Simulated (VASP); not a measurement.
# Cl2: relaxation of the atoms with PBEsol

Molecule: Cl2, in a box.

```
CELL_PARAMETERS angstrom
10.00000 0.00000 0.00000
0.00000 10.50000 0.00000
0.00000 0.00000 11.00000
ATOMIC_POSITIONS crystal
Cl 0.50000 0.50000 0.40955
Cl 0.50000 0.50000 0.59045
```

```yaml
Program: VASP 6.6.1
Task: relaxation of the atoms
Functional: PBEsol
Potentials_or_basis: VASP PAW PBE potentials, release 64 (Cl)
Cutoff: 520 eV
k_mesh: 1 × 1 × 1
Occupations: gaussian, width 0.02 eV
Spin: no spin polarisation
Further_INCAR_settings: ALGO = Normal; EDIFF = 1e-07; ISYM = 0; IBRION = 2; EDIFFG = -0.005; NSW = 90
```

```yaml
Energy_gained_by_relaxing: 0.5 meV/atom
Ionic_steps: 3
Gap_between_the_frontier_levels: 3.12 eV
```

The path:
| step | energy change (eV) | largest force (eV/Å) | pressure (GPa) |
| --- | --- | --- | --- |
| 1 | 0.0000 | 0.1917 | -0.02 |
| 2 | -0.0002 | 0.1769 | 0.01 |
| 3 | -0.0009 | 0.0003 | 0.00 |

Final structure:
```
Cl
1.0
    10.00000    0.00000    0.00000
     0.00000   10.50000    0.00000
     0.00000    0.00000   11.00000
Cl
2
Direct
  0.50000 0.50000 0.40999
  0.50000 0.50000 0.59001
```

Levels at points of the mesh, in eV from the valence-band top:
```tsv
k point	band 4	band 5	band 6	band 7	band 8	band 9	band 10	band 11
(0.00, 0.00, 0.00)	-2.76	-2.76	0.00	0.00	3.12	6.66	7.85	7.97
```

Wall time 2.5 min on 1 thread of Intel(R) Xeon(R) 6975P-C (Granite Rapids), on a shared host, peak memory 1 GiB.

Caveat: the PAW data sets were made with another functional, which shifts forces and pressure a little. A hybrid or GW would open this gap; PBEsol tends to underestimate it.
